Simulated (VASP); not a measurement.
Consider the following.

```
MgTe
1.0
    4.01853     0.00000     0.00000
   -2.00927     3.48015     0.00000
    0.00000     0.00000     6.55437
Mg Te
2 2
Direct
  0.33333   0.66667   0.99966
  0.66667   0.33333   0.49966
  0.33333   0.66667   0.37534
  0.66667   0.33333   0.87534
```

Level of theory: PBEsol GGA, VASP's PBE PAW potentials (set 64) (plane waves; VASP). Run with 500 eV cut-off, 6×6×4 Γ-centred mesh, Gaussian smearing of 0.050 eV, potentials Mg Te.

Unless said otherwise, spin-orbit coupling is left out, though it shifts the bands of the heavy elements here.

Question: What does the run give for the energy per atom (σ→0), pressure, band gap (on the k-mesh) with the smallest direct gap where there is one?

Answer: 
```
Item                                          Value
-----------------------------------  --------------
band gap (on the k-mesh)                    2.48 eV
smallest direct gap (on the k-mesh)         3.41 eV
energy per atom (σ→0)                -2.737 eV/atom
pressure                                  29.94 GPa
```

The absolute energy has meaning only against runs of the same code, potentials and settings.

The structure was generated: MgTe was put into the wurtzite type (P6_3mc), which need not be its known phase. It was relaxed first under an external pressure of 30 GPa.
